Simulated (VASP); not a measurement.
Given:

```yaml
crystal:
  lattice:
    - [4.42266, 0.00000, 0.00000]
    - [-2.21133, 3.83014, 0.00000]
    - [0.00000, 0.00000, 10.80458]
  atoms:
    - { symbol: Sn, position: [0.00000, 0.00000, 0.50000] }
    - { symbol: Sn, position: [0.33333, 0.66667, 0.15198] }
    - { symbol: Sn, position: [0.66667, 0.33333, 0.84802] }
    - { symbol: Te, position: [0.33333, 0.66667, 0.67417] }
    - { symbol: Te, position: [0.66667, 0.33333, 0.32583] }
    - { symbol: Se, position: [0.00000, 0.00000, 0.00000] }
```

These are r2SCAN meta-GGA, VASP's PBE PAW potentials (set 64) (plane waves; VASP) values and carry that method's errors. Settings: 400 eV cut-off, 7×7×3 Γ-centred mesh, tetrahedra with Blöchl corrections, potentials Sn_d Te Se.

Unless said otherwise, spin-orbit coupling is left out, though it shifts the bands of the heavy elements here.

Question: What does the run give for the energy per atom (σ→0), band gap (over mesh and band path) with the smallest direct gap where there is one?

Answer: 
```
Quantity                                                              Result
----------------------------------  ----------------------------------------
band gap (over mesh and band path)  none (metal, semimetal or under 0.01 eV)
energy per atom (σ→0)                                        -23.535 eV/atom
```

Total energies compare only between runs with the same potentials, cut-off and functional.

The structure comes from a computed database's Sn3Te2Se entry (P-3m1); how it stands against other phases isn't given here. It was relaxed first.
